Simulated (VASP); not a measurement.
# MnTeS: structure and properties in VASP, part 8 of 9

Wanted: the relaxed cell of MnTeS and its properties. The cell is invented: it takes the structure of a Materials Project entry for TiTeS (space group 156 there), with some of its atoms replaced by other elements, volume scaled by an estimate. It may not be a known or stable phase.

VASP 6.6.1, plane waves and PAW; the level of theory is named at each step.

Still holding for the runs below: The cell holds one magnetic atom, so no antiferromagnetic order fits into it.

So far. Step 13 (Volume scan with PBEsol + U, volume scale 1.04): The run ends at a pressure of -2.27 GPa, with forces up to 0.16 eV/Å.

### 14. Volume scan with PBEsol + U, volume scale 1.06

Level of this step: PBEsol, DFT+U (Mn d 5.3 eV), spin-polarised from a ferromagnetic start; plane waves and PAW (Te, Mn_pv, S); invented cell (VASP).

A prediction first. A parabola through the 6 pressures of evenly scaled cells so far, P = -0.02 -62.0 t +135 t² GPa with t = ln(V/V₁) and V₁ the volume at scale 1, gives -3.18 GPa at t = +0.0583.

INCAR reads:

```
SYSTEM = MnTeS
PREC = Accurate
ENCUT = 400
EDIFF = 1E-06
NELM = 100
ISMEAR = 0
SIGMA = 0.05
LREAL = .FALSE.
ALGO = Normal
GGA = PS
NBANDS = 20
ISPIN = 2
MAGMOM = -0.415 4.291 -0.202
LDAU = .TRUE.
LDAUTYPE = 2
LDAUL = -1 2 -1
LDAUU = 0 5.3 0
LDAUJ = 0 0 0
LDAUPRINT = 1
LASPH = .TRUE.
LMAXMIX = 4
LORBIT = 11
LWAVE = .FALSE.
LCHARG = .FALSE.
ISIF = 2
```

POSCAR reads:

```
MnTeS
1.0
    3.8037479670      0.0000000170      0.0000000000
   -1.9018734431      3.2941419162      0.0000000000
    0.0000000000      0.0000000000      5.5135528705
Te Mn S
1 1 1
Direct
    0.0000000000      0.0000000000      0.7020784953
    0.3333333300      0.6666666700      0.0408115017
    0.6666666700      0.3333333300      0.2571090030
```

KPOINTS reads:

```
Automatic mesh
0
Gamma
6 6 4
0 0 0
```

The projector-augmented-wave data sets are Te, Mn_pv and S (PBE family, release 64).

Launch:

```
> mpirun -np 1 vasp_std
```

The log of the run:

```text
[... set-up lines as in an earlier step ...]
 entering main loop
       N       E                     dE             d eps       ncg     rms          rms(c)
DAV:   1     0.141543787784E+03    0.14154E+03   -0.11535E+04  2224   0.962E+02
DAV:   2    -0.624078048195E+01   -0.14778E+03   -0.14251E+03  2016   0.258E+02
DAV:   3    -0.158102990898E+02   -0.95695E+01   -0.93834E+01  2256   0.667E+01
DAV:   4    -0.159926839892E+02   -0.18238E+00   -0.18216E+00  2208   0.988E+00
[...]
DAV:  15    -0.157940833852E+02   -0.49924E-05   -0.14823E-05  2176   0.273E-02    0.282E-02
DAV:  16    -0.157940897618E+02   -0.63766E-05   -0.31355E-05  2388   0.437E-02    0.929E-03
DAV:  17    -0.157940899484E+02   -0.18666E-06   -0.21711E-06  1856   0.105E-02
   1 F= -.15794090E+02 E0= -.15793692E+02  d E =-.794922E-03  mag=     3.5356
```

Elapsed: 31 s, on 1 MPI rank of Intel Xeon 6975P-C (Granite Rapids), shared host; peak memory 0.21 GiB.

Parts of OUTCAR (step 14):

```text
  Total       -1.3849198     -1.3849194     -1.3844745     -0.0000002      0.0000000     -0.0000000
  in kB      -32.1180827    -32.1180740    -32.1077573     -0.0000054      0.0000000     -0.0000000
  external PRESSURE =     -32.1146380 kB  Pullay stress =       0.0000000 kB

 POSITION                                       TOTAL-FORCE (eV/Angst)
 -----------------------------------------------------------------------------------
      0.00000      0.00000      3.87095        -0.000000      0.000000      0.123076
      0.00000      2.19609      0.22502         0.000000     -0.000000      0.113538
      1.90187      1.09805      1.41758        -0.000000      0.000000     -0.236614
 -----------------------------------------------------------------------------------
    total drift:                                0.000004     -0.000004      0.000199

  FREE ENERGIE OF THE ION-ELECTRON SYSTEM (eV)
  ---------------------------------------------------
  free  energy   TOTEN  =       -15.7940899484 eV

  energy  without entropy=      -15.7932950260  energy(sigma->0) =      -15.79369249

 magnetization (x)
# of ion       s       p       d       tot
------------------------------------------
    1       -0.006  -0.427  -0.001  -0.434
    2        0.042   0.034   4.283   4.359
    3       -0.003  -0.213   0.000  -0.216
--------------------------------------------------
tot          0.032  -0.606   4.283   3.709

[... 1 part as in an earlier step ...]

[... 2 further parts left out ...]
[key lines of the parts left out:]
E-fermi :   5.4637
```

The pressure falls from -2.27 to -3.21 GPa. The parabola predicted -3.18 GPa, +0.03 GPa off.

### 15. The series together

Times are for 1 MPI rank of Intel Xeon 6975P-C (Granite Rapids), shared host. The series side by side:

```csv
no.,volume scale,energy above the lowest point (meV/atom),pressure (GPa),time,memory (GiB)
1,0.94,19.52,4.335,18 s,0.19
2,0.96,9.03,2.729,18 s,0.19
3,0.98,2.61,1.274,19 s,0.19
4,1,0,-0.03563,20 s,0.19
5,1.02,0.73,-1.159,18 s,0.19
6,1.04,4.58,-2.267,30 s,0.21
7,1.06,11.15,-3.211,31 s,0.21
```

### 16. Fit for PBEsol + U

This step: Birch-Murnaghan fit, PBEsol, DFT+U (Mn d 5.3 eV); plane waves and PAW; invented cell (VASP 6.6.1).

No new run; the numbers come from the runs before.

This step gave:

| Item | Value |
| --- | --- |
| pressure derivative of the bulk modulus | 3.985 |
| r.m.s. error of the fit | 1.57e-5 eV/atom |
| minimum inside the sampled range | yes |
| bulk modulus | 61.11 GPa |
| equilibrium volume of the fit | 21.84 Å³/atom |

Table of energy above the fitted minimum by volume:

```csv
volume (Å³/atom),energy above the fitted minimum (eV/atom)
20.42,0.0196
20.86,0.00916
21.29,0.00273
21.72,1.2e-4
22.16,8.5e-4
22.59,0.00471
23.03,0.0113
```

The fitted volume lies +0.53 % from the relaxed one. At a finite cutoff and mesh the minimum of the energy and the zero of the stress don't quite coincide, and the relaxation stops at a threshold. The atoms bear forces along the scan, since they were held; freeing them would lower the modulus.

### 17. Zone-centre phonons (PBEsol + U)

This step: PBEsol, DFT+U (Mn d 5.3 eV), spin-polarised from a ferromagnetic start; plane waves and PAW (Te, Mn_pv, S); invented cell (VASP 6.6.1).

Zone-centre modes test whether the atoms sit at a minimum within this cell. IBRION = 6 takes the force constants from differences of forces between displaced cells, so the forces must be tight.

Changes to INCAR since step 14:

```diff
@@ -3,6 +3,6 @@
 ENCUT = 400
-EDIFF = 1E-06
+EDIFF = 1E-08
 NELM = 100
-ISMEAR = 0
-SIGMA = 0.05
+ISMEAR = 1
+SIGMA = 0.2
 LREAL = .FALSE.
@@ -24,2 +24,6 @@
 LCHARG = .FALSE.
+IBRION = 6
+NFREE = 2
+POTIM = 0.015
 ISIF = 2
+NSW = 1
```

POSCAR reads:

```
MnTeS
1.0
    3.7305807492      0.0000000167      0.0000000000
   -1.8652898446      3.2307772556      0.0000000000
    0.0000000000      0.0000000000      5.4074965999
Te Mn S
1 1 1
Direct
    0.0000000000      0.0000000000      0.7020784953
    0.3333333300      0.6666666700      0.0408115017
    0.6666666700      0.3333333300      0.2571090030
```

KPOINTS reads:

```
Automatic mesh
0
Gamma
12 12 7
0 0 0
```

Launch:

```
> mpirun -np 1 vasp_std
```

The log of the run:

```text
[... set-up lines as in an earlier step ...]
 entering main loop
       N       E                     dE             d eps       ncg     rms          rms(c)
DAV:   1     0.147924951270E+03    0.14792E+03   -0.11569E+04 10064   0.984E+02
DAV:   2    -0.638380705447E+01   -0.15431E+03   -0.14903E+03  9456   0.263E+02
DAV:   3    -0.158642927072E+02   -0.94805E+01   -0.92935E+01 10444   0.680E+01
DAV:   4    -0.160435431928E+02   -0.17925E+00   -0.17892E+00 10388   0.977E+00
DAV:   5    -0.160468718354E+02   -0.33286E-02   -0.33284E-02 10552   0.146E+00    0.151E+01
DAV:   6    -0.172622609214E+02   -0.12154E+01   -0.55526E+01  9584   0.613E+01    0.229E+01
DAV:   7    -0.154676582693E+02    0.17946E+01   -0.14759E+01  9840   0.344E+01    0.798E+00
DAV:   8    -0.157860563754E+02   -0.31840E+00   -0.15117E+00 11856   0.808E+00    0.517E+00
DAV:   9    -0.156757798809E+02    0.11028E+00   -0.80440E-01 11980   0.730E+00    0.331E+00
DAV:  10    -0.157999927213E+02   -0.12421E+00   -0.12622E-01 10696   0.371E+00    0.167E+00
DAV:  11    -0.158227923868E+02   -0.22800E-01   -0.50871E-02 11232   0.181E+00    0.610E-01
DAV:  12    -0.158236236781E+02   -0.83129E-03   -0.70200E-03 10808   0.572E-01    0.215E-01
DAV:  13    -0.158236690396E+02   -0.45361E-04   -0.94084E-04  9824   0.288E-01    0.116E-01
DAV:  14    -0.158236835109E+02   -0.14471E-04   -0.18257E-04 11132   0.109E-01    0.445E-02
DAV:  15    -0.158236857206E+02   -0.22097E-05   -0.12851E-05 10232   0.294E-02    0.248E-02
DAV:  16    -0.158236898005E+02   -0.40800E-05   -0.24626E-05 12060   0.382E-02    0.878E-03
DAV:  17    -0.158236899417E+02   -0.14119E-06   -0.15545E-06 10408   0.848E-03    0.394E-03
DAV:  18    -0.158236899386E+02    0.31005E-08   -0.35814E-07 11172   0.485E-03    0.124E-03
DAV:  19    -0.158236899449E+02   -0.62637E-08   -0.39670E-08  9896   0.154E-03
   1 F= -.15823690E+02 E0= -.15823760E+02  d E =0.209656E-03  mag=     3.5581
 Found     6 degrees of freedom:
 Finite differences POTIM= 0.01500 DOF=   6
 bond charge predicted
       N       E                     dE             d eps       ncg     rms          rms(c)
DAV:   1    -0.158232516542E+02    0.43828E-03   -0.82960E-02 41748   0.115E+00    0.575E-02
DAV:   2    -0.158235061071E+02   -0.25445E-03   -0.22924E-03 45900   0.254E-01    0.287E-02
DAV:   3    -0.158235116301E+02   -0.55231E-05   -0.41553E-05 46964   0.473E-02    0.194E-02
DAV:   4    -0.158235113394E+02    0.29075E-06   -0.21981E-06 48304   0.975E-03    0.100E-02
DAV:   5    -0.158235114682E+02   -0.12887E-06   -0.11164E-06 45032   0.649E-03    0.289E-03
DAV:   6    -0.158235115223E+02   -0.54051E-07   -0.13642E-07 46568   0.294E-03    0.189E-03
DAV:   7    -0.158235115160E+02    0.62928E-08   -0.17396E-08 36168   0.935E-04
   2 F= -.15823512E+02 E0= -.15823580E+02  d E =0.204590E-03  mag=     3.5582
[... from here on, the cycles between the ionic steps are left out ...]
   3 F= -.15823512E+02 E0= -.15823580E+02  d E =0.204609E-03  mag=     3.5582
   4 F= -.15823376E+02 E0= -.15823426E+02  d E =0.150442E-03  mag=     3.5444
   5 F= -.15823089E+02 E0= -.15823173E+02  d E =0.251447E-03  mag=     3.5719
   6 F= -.15822931E+02 E0= -.15823002E+02  d E =0.211508E-03  mag=     3.5580
   7 F= -.15822932E+02 E0= -.15823002E+02  d E =0.211524E-03  mag=     3.5580
   8 F= -.15823212E+02 E0= -.15823285E+02  d E =0.216631E-03  mag=     3.5690
   9 F= -.15822583E+02 E0= -.15822656E+02  d E =0.219004E-03  mag=     3.5473
  10 F= -.15823236E+02 E0= -.15823305E+02  d E =0.206049E-03  mag=     3.5582
  11 F= -.15823236E+02 E0= -.15823305E+02  d E =0.206012E-03  mag=     3.5582
  12 F= -.15822700E+02 E0= -.15822786E+02  d E =0.257949E-03  mag=     3.5610
 Finite differences progress:
  Degree of freedom:   6/  6
  Displacement:        1/  2
  Total:              11/ 12
 bond charge predicted
       N       E                     dE             d eps       ncg     rms          rms(c)
DAV:   1    -0.158196686590E+02    0.30310E-02   -0.84908E-01  8960   0.380E+00    0.473E-01
DAV:   2    -0.158237163878E+02   -0.40477E-02   -0.42287E-02 10216   0.115E+00    0.244E-01
DAV:   3    -0.158236630855E+02    0.53302E-04   -0.54588E-04 10260   0.201E-01    0.140E-01
DAV:   4    -0.158236277787E+02    0.35307E-04   -0.65043E-05 10376   0.456E-02    0.984E-02
DAV:   5    -0.158236131445E+02    0.14634E-04   -0.11072E-04 10632   0.537E-02    0.308E-02
DAV:   6    -0.158236141189E+02   -0.97440E-06   -0.22628E-05  9764   0.289E-02    0.111E-02
DAV:   7    -0.158236142971E+02   -0.17819E-06   -0.13345E-06 10364   0.707E-03    0.669E-03
DAV:   8    -0.158236143575E+02   -0.60388E-07   -0.20717E-07  9912   0.358E-03    0.361E-03
DAV:   9    -0.158236143383E+02    0.19211E-07   -0.37593E-08 10168   0.130E-03    0.194E-03
DAV:  10    -0.158236143285E+02    0.97734E-08   -0.14599E-08  7124   0.623E-04
  13 F= -.15823614E+02 E0= -.15823666E+02  d E =0.153767E-03  mag=     3.5552
 Finite differences progress:
  Degree of freedom:   6/  6
  Displacement:        2/  2
  Total:              12/ 12
```

The job ended after 25 min (1 MPI rank; peak memory 1.2 GiB).

From OUTCAR (step 17):

```text
   k-points           NKPTS =    112   k-points in BZ     NKDIM =    112   number of bands    NBANDS=     20

   NELECT =      25.0000    total number of electrons

atom =   2  type =  2  l = 2

 onsite density matrix

spin component  1

  0.9195 -0.0000 -0.0000  0.0201 -0.0000
 -0.0000  0.9000 -0.0000  0.0000  0.0201
 -0.0000 -0.0000  0.9297 -0.0000 -0.0000
  0.0201  0.0000 -0.0000  0.9000  0.0000
 -0.0000  0.0201 -0.0000  0.0000  0.9195

spin component  2

  0.0645  0.0000 -0.0000 -0.0519  0.0000
  0.0000  0.0945  0.0000  0.0000 -0.0519
 -0.0000  0.0000  0.0281  0.0000 -0.0000
 -0.0519  0.0000  0.0000  0.0945 -0.0000
  0.0000 -0.0519 -0.0000 -0.0000  0.0645

 occupancies and eigenvectors

  o =  0.0255  v =  0.0000  0.0000  0.0000  0.0000  0.0000 -0.3461  0.5419  0.0000 -0.2604  0.7203      0.0000  0.0000  0.0000  0.0000  0.0000  0.0000  0.0000  0.0000  0.0000  0.0000
  o =  0.0255  v =  0.0000  0.0000  0.0000  0.0000  0.0000 -0.7203 -0.2604 -0.0000 -0.5419 -0.3461      0.0000  0.0000  0.0000  0.0000  0.0000  0.0000  0.0000  0.0000  0.0000  0.0000
  o =  0.0281  v =  0.0000  0.0000  0.0000  0.0000  0.0000  0.0000  0.0000 -1.0000  0.0000  0.0000      0.0000  0.0000  0.0000  0.0000  0.0000  0.0000  0.0000  0.0000  0.0000  0.0000
  o =  0.1336  v =  0.0000  0.0000  0.0000  0.0000  0.0000  0.2604  0.7203  0.0000 -0.3461 -0.5419      0.0000  0.0000  0.0000  0.0000  0.0000  0.0000  0.0000  0.0000  0.0000  0.0000
  o =  0.1336  v =  0.0000  0.0000  0.0000  0.0000  0.0000 -0.5419  0.3461  0.0000  0.7203 -0.2604      0.0000  0.0000  0.0000  0.0000  0.0000  0.0000  0.0000  0.0000  0.0000  0.0000
  o =  0.8874  v = -0.2301 -0.7637  0.0000  0.3670  0.4788  0.0000  0.0000  0.0000  0.0000  0.0000      0.0000  0.0000  0.0000  0.0000  0.0000  0.0000  0.0000  0.0000  0.0000  0.0000
  o =  0.8874  v = -0.4788  0.3669 -0.0000  0.7637 -0.2301  0.0000  0.0000  0.0000  0.0000  0.0000      0.0000  0.0000  0.0000  0.0000  0.0000  0.0000  0.0000  0.0000  0.0000  0.0000
  o =  0.9297  v = -0.0001 -0.0000 -1.0000 -0.0000 -0.0000  0.0000  0.0000  0.0000  0.0000  0.0000      0.0000  0.0000  0.0000  0.0000  0.0000  0.0000  0.0000  0.0000  0.0000  0.0000
  o =  0.9321  v =  0.3670 -0.4788  0.0000  0.2301 -0.7636  0.0000  0.0000  0.0000  0.0000  0.0000      0.0000  0.0000  0.0000  0.0000  0.0000  0.0000  0.0000  0.0000  0.0000  0.0000
  o =  0.9321  v =  0.7636  0.2301 -0.0001  0.4788  0.3670  0.0000  0.0000  0.0000  0.0000  0.0000      0.0000  0.0000  0.0000  0.0000  0.0000  0.0000  0.0000  0.0000  0.0000  0.0000

 E-fermi :   6.1400

 spin component 1
 k-point     1 :       0.0000    0.0000    0.0000
  band No.  band energies     occupation
    ...
      9       1.3477      1.00000
     10       1.3477      1.00000
     11       2.2284      1.00000
     12       6.0770      0.75254
     13       6.0770      0.75254
     14       7.5464     -0.00000
     15       7.5464     -0.00000
     16       7.7338     -0.00000
     17      10.0971     -0.00000
     18      12.1537      0.00000
    ...

 k-point     2 :       0.0833    0.0000    0.0000
  band No.  band energies     occupation
    ...
      9       1.3381      1.00000
     10       1.3495      1.00000
     11       2.2425      1.00000
     12       5.5668      1.00019
     13       5.8897      1.03535
     14       7.0329     -0.00000
     15       7.5978     -0.00000
     16       7.8432     -0.00000
     17      10.4622      0.00000
     18      12.6362      0.00000
    ...

  Total       -0.0541152     -0.0541152      0.3269974     -0.0000000     -0.0000000      0.0000000
  in kB       -1.3303013     -1.3303009      8.0385037     -0.0000002     -0.0000000      0.0000000
  external PRESSURE =       1.7926338 kB  Pullay stress =       0.0000000 kB

 POSITION                                       TOTAL-FORCE (eV/Angst)
 -----------------------------------------------------------------------------------
      0.00000      0.00000      3.79649        -0.000000     -0.000000     -0.003626
[...]
FREE ENERGIE OF THE ION-ELECTRON SYSTEM (eV)
  ---------------------------------------------------
  free  energy   TOTEN  =       -15.8236143285 eV

  energy  without entropy=      -15.8237680957  energy(sigma->0) =      -15.82366558

 Eigenvectors and eigenvalues of the dynamical matrix
 ----------------------------------------------------

   1 f  =    7.568570 THz    47.554727 2PiTHz  252.460317 cm-1    31.301076 meV
             X         Y         Z           dx          dy          dz
      0.000000  0.000000  3.796487    -0.092338   -0.044370    0.000000
      0.000000  2.153852  0.220688     0.631616    0.303502   -0.000000
      1.865291  1.076926  1.390316    -0.636357   -0.305781    0.000000

   2 f  =    7.568568 THz    47.554717 2PiTHz  252.460262 cm-1    31.301069 meV
             X         Y         Z           dx          dy          dz
      0.000000  0.000000  3.796487     0.044370   -0.092338   -0.000000
      0.000000  2.153852  0.220688    -0.303502    0.631616   -0.000000
      1.865291  1.076926  1.390316     0.305781   -0.636357    0.000000

   3 f  =    7.529754 THz    47.310842 2PiTHz  251.165570 cm-1    31.140548 meV
             X         Y         Z           dx          dy          dz
      0.000000  0.000000  3.796487     0.000000    0.000000    0.081798
      0.000000  2.153852  0.220688    -0.000000   -0.000000   -0.679444
      1.865291  1.076926  1.390316     0.000000    0.000000    0.729154

   4 f  =    4.310738 THz    27.085165 2PiTHz  143.790737 cm-1    17.827771 meV
             X         Y         Z           dx          dy          dz
      0.000000  0.000000  3.796487     0.000000    0.000000    0.631967
      0.000000  2.153852  0.220688    -0.000000   -0.000000   -0.530360
      1.865291  1.076926  1.390316    -0.000000   -0.000000   -0.565098

   5 f  =    2.507988 THz    15.758154 2PiTHz   83.657479 cm-1    10.372201 meV
             X         Y         Z           dx          dy          dz
      0.000000  0.000000  3.796487     0.561473    0.269797    0.000000
      0.000000  2.153852  0.220688    -0.458020   -0.220087    0.000000
      1.865291  1.076926  1.390316    -0.536080   -0.257596    0.000000

   6 f  =    2.507988 THz    15.758151 2PiTHz   83.657461 cm-1    10.372199 meV
             X         Y         Z           dx          dy          dz
      0.000000  0.000000  3.796487    -0.269797    0.561473   -0.000000
      0.000000  2.153852  0.220688     0.220087   -0.458020    0.000000
      1.865291  1.076926  1.390316     0.257596   -0.536080    0.000000

   7 f/i=    0.008985 THz     0.056452 2PiTHz    0.299692 cm-1     0.037157 meV
             X         Y         Z           dx          dy          dz
      0.000000  0.000000  3.796487     0.000000    0.000000   -0.770666
      0.000000  2.153852  0.220688     0.000000    0.000000   -0.507025
      1.865291  1.076926  1.390316     0.000000    0.000000   -0.386003

   8 f/i=    0.026130 THz     0.164181 2PiTHz    0.871612 cm-1     0.108066 meV
             X         Y         Z           dx          dy          dz
      0.000000  0.000000  3.796487    -0.335899    0.699024   -0.000000
      0.000000  2.153852  0.220688    -0.216873    0.451323   -0.000000
      1.865291  1.076926  1.390316    -0.166517    0.346530   -0.000000

   9 f/i=    0.026130 THz     0.164181 2PiTHz    0.871612 cm-1     0.108066 meV
             X         Y         Z           dx          dy          dz
      0.000000  0.000000  3.796487    -0.699024   -0.335899   -0.000000
      0.000000  2.153852  0.220688    -0.451323   -0.216873   -0.000000
      1.865291  1.076926  1.390316    -0.346530   -0.166517   -0.000000

 ELASTIC MODULI CONTR FROM IONIC RELAXATION (kBar)
 Direction    XX          YY          ZZ          XY          YZ          ZX
 --------------------------------------------------------------------------------
 XX        -199.7014    -20.3773   -110.5138     -0.0000    160.1308      0.0001
 YY         -20.3773   -199.7013   -110.5138     -0.0000   -160.1307     -0.0000
 ZZ        -110.5138   -110.5138   -113.2905     -0.0000      0.0000     -0.0000
 XY          -0.0000     -0.0000     -0.0000    -89.6620     -0.0000    160.1308
 YZ         160.1308   -160.1307      0.0000     -0.0000   -293.3430     -0.0000
 ZX           0.0001     -0.0000     -0.0000    160.1308     -0.0000   -293.3430
 --------------------------------------------------------------------------------

 magnetization (x)
# of ion       s       p       d       tot
------------------------------------------
    1       -0.005  -0.390  -0.000  -0.395
    2        0.040   0.037   4.214   4.292
    3       -0.002  -0.205   0.000  -0.206
--------------------------------------------------
tot          0.033  -0.557   4.213   3.690

[... 6 parts as in an earlier step ...]

[... 15 further parts left out ...]
```

The last energy, forces, stress and levels in OUTCAR belong to the last displaced cell, not to the cell of POSCAR.

Numbers from this step:

```
irreducible k-points      : 112
pressure of the cell      : 0.01569 GPa
largest force of the cell : 0.03031 eV/Å
```

The modes at Γ (shares of kinetic energy by element, %):

```csv
mode,frequency (cm⁻¹),symmetry,Te %,Mn %,S %
1,-0.9,acoustic,60,25,15
2,-0.9,acoustic,60,25,15
3,-0.3,acoustic,59,26,15
4,83.7,E,39,26,35
5,83.7,E,39,26,35
6,143.8,A1,40,28,32
7,251.2,A1,1,46,53
8,252.5,E,1,49,50
9,252.5,E,1,49,50
```

Displacements in mode 4 (83.7 cm⁻¹), the largest set to 1:
```
Te1 -0.25  0.53  0.00
Mn2  0.31 -0.65  0.00
S3   0.48 -1.00  0.00
```

Displacements in mode 6 (143.8 cm⁻¹), the largest set to 1:
```
Te1  0.00  0.00  0.56
Mn2  0.00  0.00 -0.72
S3   0.00  0.00 -1.00
```

The three acoustic modes lie within 0.9 cm⁻¹ of zero, and all others are real. By the characters of their eigenvectors the optical modes sort into (cm⁻¹) Raman active: E 84, A1 144, A1 251, E 252; infrared active: E 84, A1 144, A1 251, E 252.

[end of part 8 of 9]

[Lines on the potential files, build, host, timing and source positions are cut from VASP's logs without a mark.]

[Logs are printed without paths, hosts, clocks, repeated set-up lines and the standing remarks that a program may print on its own settings, such as how far it seeks lower states.]

[Hosts, paths, dates, database ids (printed as entryN), source tags and the programs' standing remarks are cut or masked in the printed files.]

[A measured line is paired with the nearest computed mode of its activity, which favours agreement.]
